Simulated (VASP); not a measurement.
Data:

```yaml
crystal:
  lattice:
    - [0.00000, 1.78268, 1.78268]
    - [1.78268, 0.00000, 1.78268]
    - [1.78268, 1.78268, 0.00000]
  atoms:
    - { symbol: Ni, position: [0.00000, 0.00000, 0.00000], spin: 0.6 }
```

The numbers are results of PBE GGA, VASP's PBE PAW potentials (set 64) (plane waves; VASP 6.6.1), not measurements. Settings: 480 eV cut-off, 16×16×16 Γ-centred mesh, first-order Methfessel-Paxton smearing of 0.10 eV, potentials Ni.

Problem. Predict the cell moment, energy per atom (σ→0), pressure, band gap (on the k-mesh) with the smallest direct gap where there is one.

Solution. 
| Quantity | Result |
|---|---|
| band gap (on the k-mesh) | none (metal, semimetal or under 0.01 eV) |
| cell moment | 0.60 μB |
| energy per atom (σ→0) | -5460 meV/atom |
| pressure | -7.44 GPa |

Problem. Give the moment on each site (PAW-sphere projection).

Solution. 
| site | moment (μB) |
|---|---|
| Ni1 | 0.62 |

Only differences to runs with the same potentials and settings are physical.

The compound is Ni in the fcc structure. This cell was strained or had an atom moved on purpose.
